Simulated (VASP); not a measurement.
# Sc: how cutoff and mesh change the relaxed cell

Aim: test the relaxed volume of Sc against cutoff and mesh. The starting structure is a measured crystal structure from the Crystallography Open Database. The first relaxation on each setting starts from this cell expanded by 3 % in volume.

Calculated with VASP 6.6.1; Kohn-Sham DFT with plane waves and PAW; PBEsol.

### 1. The starting structure

Symmetry: P6_3/mmc, No. 194, hexagonal system. Conventional cell: a = 3.309 Å, b = 3.309 Å, c = 5.273 Å, α = 90.00°, β = 90.00°, γ = 120.00°. Nearest to Sc lie 12 Sc at 3.26 to 3.31 Å.

As a file:

```xyz
2
Lattice="3.3090 0.0000 0.0000 -1.6545 2.8657 0.0000 0.0000 0.0000 5.2733" Properties=species:S:1:pos:R:3 pbc="T T T"
Sc    1.6545    0.9552    3.9550
Sc    0.0000    1.9105    1.3183
```

### 2. Reference relaxation

This run starts from the cell of an earlier relaxation, which isn't shown; the restart sets up the plane waves anew.

File INCAR:

```
SYSTEM = Sc
PREC = Accurate
ENCUT = 450
EDIFF = 1E-06
NELM = 100
ISMEAR = 1
SIGMA = 0.15
LREAL = .FALSE.
ALGO = Normal
GGA = PS
NBANDS = 17
LORBIT = 11
LWAVE = .FALSE.
LCHARG = .FALSE.
KPAR = 4
IBRION = 2
NSW = 50
ISIF = 3
EDIFFG = -0.004
```

File POSCAR:

```
Sc
1.0
    3.2779793580      0.0000000000      0.0000000000
   -1.6389896789      2.8388133971      0.0000000000
    0.0000000000      0.0000000000      5.0784382110
Sc
2
Direct
    0.6666666667      0.3333333333      0.7500000000
    0.3333333333      0.6666666667      0.2500000000
```

File KPOINTS:

```
Automatic mesh
0
Gamma
16 16 8
0 0 0
```

The projector-augmented-wave data sets are Sc_sv (PBE family, release 64).

Launch:

```bash
> mpirun -np 4 vasp_std
```

Output:

```text
[banner, memory and clock lines left out]
running    4 mpi-ranks, on    1 nodes
 distrk:  each k-point on    1 cores,    4 groups
 distr:  one band on    1 cores,    1 groups

 POSCAR found type information on POSCAR Sc
 POSCAR found :  1 types and       2 ions
|                                                                             |
|               ----> ADVICE to this user running VASP <----                  |
|                                                                             |
|     You enforced a specific xc type in the INCAR file but a different       |
|     [... a line on the potential file left out ...]
|     I HOPE YOU KNOW WHAT YOU ARE DOING!                                     |
|                                                                             |

 LDA part: xc-table for (Slater+PW92), standard interpolation
 POSCAR, INCAR and KPOINTS ok, starting setup
 FFT: planning ... GRIDC
 FFT: planning ... GRID_SOFT
 FFT: planning ... GRID
 WAVECAR not read
 entering main loop
       N       E                     dE             d eps       ncg     rms          rms(c)
DAV:   1     0.337251435725E+03    0.33725E+03   -0.10412E+04  5108   0.124E+03
DAV:   2     0.363983780789E+01   -0.33361E+03   -0.32796E+03  6390   0.568E+02
DAV:   3    -0.144113923305E+02   -0.18051E+02   -0.17446E+02  8397   0.153E+02
DAV:   4    -0.146924771480E+02   -0.28108E+00   -0.28031E+00  7469   0.175E+01
DAV:   5    -0.146959743934E+02   -0.34972E-02   -0.34964E-02  8717   0.205E+00    0.825E+00
DAV:   6    -0.133960550273E+02    0.12999E+01   -0.29270E+00  6601   0.200E+01    0.246E+00
DAV:   7    -0.132228972528E+02    0.17316E+00   -0.74412E-01  6737   0.916E+00    0.832E-01
DAV:   8    -0.132113882090E+02    0.11509E-01   -0.27829E-02  6874   0.223E+00    0.244E-01
DAV:  10    -0.132100166185E+02   -0.15957E-04   -0.91027E-05  8171   0.133E-01    0.723E-03
DAV:  11    -0.132100138925E+02    0.27260E-05   -0.22082E-06  5650   0.185E-02    0.189E-03
DAV:  12    -0.132100152711E+02   -0.13786E-05   -0.40947E-07  4499   0.109E-02    0.899E-04
DAV:  13    -0.132100150817E+02    0.18938E-06   -0.10012E-07  3637   0.549E-03
   1 F= -.13210015E+02 E0= -.13209692E+02  d E =-.132100E+02
 curvature:   0.00 expect dE= 0.000E+00 dE for cont linesearch  0.000E+00
 trial: gam= 0.00000 g(F)=  0.987E-47 g(S)=  0.322E-05 ort = 0.000E+00 (trialstep = 0.100E+01)
 search vector abs. value=  0.323E-05
 reached required accuracy - stopping structural energy minimisation
```

The job ended after 14 s (4 MPI ranks of Intel Xeon Platinum 8488C (Sapphire Rapids), shared host; peak memory 0.8 GiB).

Lines that name or quote the potential files are left out of all logs, and their timing lines are given in words.

From OUTCAR (step 2):

```text
ion  position               nearest neighbor table
   1  0.667  0.333  0.750-   2 3.17   2 3.17   2 3.17   2 3.17   2 3.17   2 3.17
   2  0.333  0.667  0.250-   1 3.17   1 3.17   1 3.17   1 3.17   1 3.17   1 3.17

  LATTYP: Found a hexagonal cell.
 ALAT       =     3.2779793580
 C/A-ratio  =     1.5492587525

 Subroutine GETGRP returns: Found 24 space group operations
 (whereof 12 operations were pure point group operations)

The static configuration has the point symmetry D_3d.
 The point group associated with its full space group is D_6h.

 Found    150 irreducible k-points:

   k-points           NKPTS =    150   k-points in BZ     NKDIM =    150   number of bands    NBANDS=     17

   dimension x,y,z NGX =    24 NGY =   24 NGZ =   36
   dimension x,y,z NGXF=    48 NGYF=   48 NGZF=   72

   ENCUT  =  450.0 eV  33.07 Ry    5.75 a.u.   5.67  5.67  8.78*2*pi/ulx,y,z

   NELECT =      22.0000    total number of electrons

 k-points in reciprocal lattice and weights: Automatic mesh
   0.00000000  0.00000000  0.00000000       0.000
   0.06250000 -0.00000000  0.00000000       0.003
   0.12500000 -0.00000000  0.00000000       0.003
   0.18750000  0.00000000  0.00000000       0.003
   0.25000000 -0.00000000  0.00000000       0.003
   0.31250000 -0.00000000  0.00000000       0.003
   0.37500000  0.00000000  0.00000000       0.003
   0.43750000 -0.00000000  0.00000000       0.003
   0.50000000 -0.00000000  0.00000000       0.001
[...]
0.37500000  0.25000000  0.50000000       0.003
   0.31250000  0.31250000  0.50000000       0.003

 average (electrostatic) potential at core
       1 -46.7163       2 -46.7163

 E-fermi :   3.8199

 k-point     1 :       0.0000    0.0000    0.0000
  band No.  band energies     occupation
    ...
      6     -23.7586      2.00000
      7     -23.7586      2.00000
      8     -23.7220      2.00000
      9      -1.3914      2.00000
     10       2.1260      2.00000
     11       4.5841     -0.00000
     12       5.4522     -0.00000
     13       5.4522     -0.00000
     14       5.7667     -0.00000
     15       5.9394     -0.00000
    ...

 k-point     2 :       0.0625   -0.0000    0.0000
  band No.  band energies     occupation
    ...
      6     -23.7705      2.00000
      7     -23.7599      2.00000
      8     -23.7249      2.00000
      9      -1.3030      2.00000
     10       2.1995      2.00000
     11       4.4937     -0.00000
     12       5.2781     -0.00000
     13       5.5175     -0.00000
     14       5.8704     -0.00000
     15       5.9062     -0.00000
    ...

 k-point     3 :       0.1250   -0.0000    0.0000
  band No.  band energies     occupation
    ...
      6     -23.8042      2.00000
      7     -23.7639      2.00000
      8     -23.7335      2.00000
      9      -1.0427      2.00000
     10       2.4065      2.00000
     11       4.2638     -0.00023
     12       4.9558     -0.00000
     13       5.7099     -0.00000
     14       5.7237     -0.00000
     15       5.9661     -0.00000
    ...

  Total       -0.0079784     -0.0079784     -0.0025273     -0.0000000      0.0000000      0.0000000
  in kB       -0.2704912     -0.2704912     -0.0856845     -0.0000000      0.0000000      0.0000000
  external PRESSURE =      -0.2088890 kB  Pullay stress =       0.0000000 kB

  energy-cutoff  :      450.00
  volume of cell :       47.26
      direct lattice vectors                 reciprocal lattice vectors
     3.277979358  0.000000000  0.000000000     0.305065984  0.176129928  0.000000000
    -1.638989679  2.838813397  0.000000000     0.000000000  0.352259857  0.000000000
     0.000000000  0.000000000  5.078438211     0.000000000  0.000000000  0.196910932

 POSITION                                       TOTAL-FORCE (eV/Angst)
 -----------------------------------------------------------------------------------
      1.63899      0.94627      3.80883        -0.000000      0.000000      0.000000
     -0.00000      1.89254      1.26961         0.000000     -0.000000      0.000000
 -----------------------------------------------------------------------------------
    total drift:                               -0.000000      0.000000     -0.000000

  FREE ENERGIE OF THE ION-ELECTRON SYSTEM (eV)
  ---------------------------------------------------
  free  energy   TOTEN  =       -13.2100150817 eV

  energy  without entropy=      -13.2090458334  energy(sigma->0) =      -13.20969200

 reached required accuracy - stopping structural energy minimisation

 total charge
# of ion       s       p       d       tot
------------------------------------------
    1        2.285   6.109   1.033   9.427
    2        2.285   6.109   1.033   9.427
--------------------------------------------------
tot          4.569  12.218   2.067  18.854

[... 3 further parts left out ...]
```

The log as kept lacks single lines of electronic cycles.

The PAW data sets were made with PBE, which is usual practice but a small mismatch for other functionals. The run keeps the 24 symmetry operations of its start, so it cannot find a distortion of lower symmetry.

The reference relaxation ends at 23.629 Å³ an atom.

### 3. Relaxation with a cutoff of 220 eV

Against step 2 the input has ENCUT = 220. This run starts from the cell of an earlier relaxation, which isn't shown; the restart sets up the plane waves anew.

INCAR: that of step 2 with these lines changed.

```diff
@@ -2,3 +2,3 @@
 PREC = Accurate
-ENCUT = 450
+ENCUT = 220
 EDIFF = 1E-06
```

File POSCAR:

```
Sc
1.0
    3.2525057004      0.0000000000      0.0000000000
   -1.6262528501      2.8167525625      0.0000000000
    0.0000000000      0.0000000000      5.0614498378
Sc
2
Direct
    0.6666666667      0.3333333333      0.7500000000
    0.3333333333      0.6666666667      0.2500000000
```

KPOINTS is that of step 2.

Launch:

```bash
> mpirun -np 4 vasp_std
```

Output:

```text
[banner, memory and clock lines left out]
running    4 mpi-ranks, on    1 nodes
[...]
[... a notice as in an earlier step ...]

 LDA part: xc-table for (Slater+PW92), standard interpolation
 POSCAR, INCAR and KPOINTS ok, starting setup
[...]
entering main loop
       N       E                     dE             d eps       ncg     rms          rms(c)
DAV:   1     0.164820334165E+03    0.16482E+03   -0.87654E+03  5908   0.736E+02
DAV:   2    -0.888874915158E+01   -0.17371E+03   -0.17235E+03  5800   0.401E+02
DAV:   3    -0.145410650641E+02   -0.56523E+01   -0.54249E+01  7849   0.639E+01
DAV:   4    -0.146365575798E+02   -0.95493E-01   -0.95303E-01  7017   0.920E+00
[...]
DAV:  11    -0.131789558569E+02    0.87081E-05   -0.10130E-06  5404   0.875E-03    0.106E-03
DAV:  12    -0.131789568753E+02   -0.10184E-05   -0.12609E-07  4102   0.507E-03    0.429E-04
DAV:  13    -0.131789565134E+02    0.36194E-06   -0.21269E-08  3591   0.207E-03
   1 F= -.13178957E+02 E0= -.13178787E+02  d E =-.131790E+02
[... from here on, the cycles between the ionic steps are left out ...]
   2 F= -.13180936E+02 E0= -.13181102E+02  d E =-.197973E-02
   3 F= -.13185507E+02 E0= -.13185516E+02  d E =-.655039E-02
   4 F= -.13185505E+02 E0= -.13185518E+02  d E =-.654866E-02
   5 F= -.13185575E+02 E0= -.13185587E+02  d E =-.698255E-04
   6 F= -.13185578E+02 E0= -.13185590E+02  d E =-.728681E-04
   7 F= -.13185579E+02 E0= -.13185591E+02  d E =-.740059E-04
   8 F= -.13185577E+02 E0= -.13185589E+02  d E =-.720294E-04
   9 F= -.13185578E+02 E0= -.13185590E+02  d E =-.728128E-04
  10 F= -.13185579E+02 E0= -.13185586E+02  d E =-.888403E-06
 trial-energy change:   -0.000001  1 .order   -0.000002   -0.000006    0.000003
 step:   0.6495(harm=  0.6495)  dis= 0.00000  next Energy=   -13.185580 (dE=-0.220E-05)
 reached required accuracy - stopping structural energy minimisation
```

Wall time 17 s (4 MPI ranks); peak memory 0.56 GiB.

Parts of OUTCAR (step 3):

```text
  Total       -0.0032255     -0.0032255     -0.0065484     -0.0000000      0.0000000      0.0000000
  in kB       -0.1139718     -0.1139718     -0.2313812     -0.0000000      0.0000000      0.0000000
  external PRESSURE =      -0.1531082 kB  Pullay stress =       0.0000000 kB

 POSITION                                       TOTAL-FORCE (eV/Angst)
 -----------------------------------------------------------------------------------
      1.61628      0.93316      3.75796         0.000000     -0.000000      0.000000
     -0.00000      1.86632      1.25265        -0.000000      0.000000      0.000000
 -----------------------------------------------------------------------------------
    total drift:                               -0.000000      0.000000     -0.000000

  FREE ENERGIE OF THE ION-ELECTRON SYSTEM (eV)
  ---------------------------------------------------
  free  energy   TOTEN  =       -13.1855788788 eV

  energy  without entropy=      -13.1855990083  energy(sigma->0) =      -13.18558559

[... 2 parts as in an earlier step ...]

[... 2 further parts left out ...]
[key lines of the parts left out:]
E-fermi :   4.0725
```

Logs of long relaxations may skip ionic steps without a mark.

With a cutoff of 220 eV the cell ends at 22.672 Å³ an atom, -4.05 % from the reference, and since the restart alone still moved it by -2.2 % it may not have settled.

### 4. Relaxation with a 9×9×5 mesh

Against step 2 the input has a 9×9×5 mesh. This run starts from the cell of an earlier relaxation, which isn't shown; the restart sets up the plane waves anew.

INCAR: that of step 3 with these lines changed.

```diff
@@ -2,3 +2,3 @@
 PREC = Accurate
-ENCUT = 220
+ENCUT = 450
 EDIFF = 1E-06
```

File POSCAR:

```
Sc
1.0
    3.2764853035      0.0000000000      0.0000000000
   -1.6382426517      2.8375195080      0.0000000000
    0.0000000000      0.0000000000      5.0903133242
Sc
2
Direct
    0.6666666667      0.3333333333      0.7500000000
    0.3333333333      0.6666666667      0.2500000000
```

File KPOINTS:

```
Automatic mesh
0
Gamma
9 9 5
0 0 0
```

Launch:

```bash
> mpirun -np 4 vasp_std
```

Output:

```text
[... set-up lines as in an earlier step ...]
 entering main loop
       N       E                     dE             d eps       ncg     rms          rms(c)
DAV:   1     0.333238845044E+03    0.33324E+03   -0.10493E+04  1232   0.125E+03
DAV:   2     0.368464043900E+01   -0.32955E+03   -0.32328E+03  1576   0.565E+02
DAV:   3    -0.143993620782E+02   -0.18084E+02   -0.17490E+02  1937   0.152E+02
DAV:   4    -0.147014108553E+02   -0.30205E+00   -0.30067E+00  1852   0.184E+01
[...]
DAV:  11    -0.132086860343E+02    0.29962E-05   -0.38699E-06  1623   0.194E-02    0.257E-03
DAV:  12    -0.132086876331E+02   -0.15988E-05   -0.66091E-07  1089   0.104E-02    0.937E-04
DAV:  13    -0.132086874293E+02    0.20387E-06   -0.82502E-08   983   0.489E-03
   1 F= -.13208687E+02 E0= -.13207282E+02  d E =-.132087E+02
[...]
reached required accuracy - stopping structural energy minimisation
```

Wall time 5.4 s (4 MPI ranks); peak memory 0.6 GiB; 13 s of CPU time.

Parts of OUTCAR (step 4):

```text
  Total       -0.0076760     -0.0076760     -0.0077501     -0.0000000      0.0000000      0.0000000
  in kB       -0.2598681     -0.2598681     -0.2623789     -0.0000000      0.0000000      0.0000000
  external PRESSURE =      -0.2607051 kB  Pullay stress =       0.0000000 kB

 POSITION                                       TOTAL-FORCE (eV/Angst)
 -----------------------------------------------------------------------------------
      1.63824      0.94584      3.81773        -0.000000      0.000000      0.000000
     -0.00000      1.89168      1.27258         0.000000     -0.000000      0.000000
 -----------------------------------------------------------------------------------
    total drift:                               -0.000000      0.000000     -0.000000

  FREE ENERGIE OF THE ION-ELECTRON SYSTEM (eV)
  ---------------------------------------------------
  free  energy   TOTEN  =       -13.2086874293 eV

  energy  without entropy=      -13.2044724714  energy(sigma->0) =      -13.20728244

[... 1 part as in an earlier step ...]

[... 3 further parts left out ...]
[key lines of the parts left out:]
E-fermi :   3.8214
```

With a 9×9×5 mesh the cell ends at 23.663 Å³ an atom, +0.14 % from the reference.

(Part 1 of 2 ends here.)

[Lines on the potential files, build, host, timing and source positions are cut from VASP's logs without a mark.]

[Logs are printed without paths, hosts, clocks, repeated set-up lines and the standing remarks that a program may print on its own settings, such as how far it seeks lower states.]

[Hosts, paths, dates, database ids (printed as entryN), source tags and the programs' standing remarks are cut or masked in the printed files.]
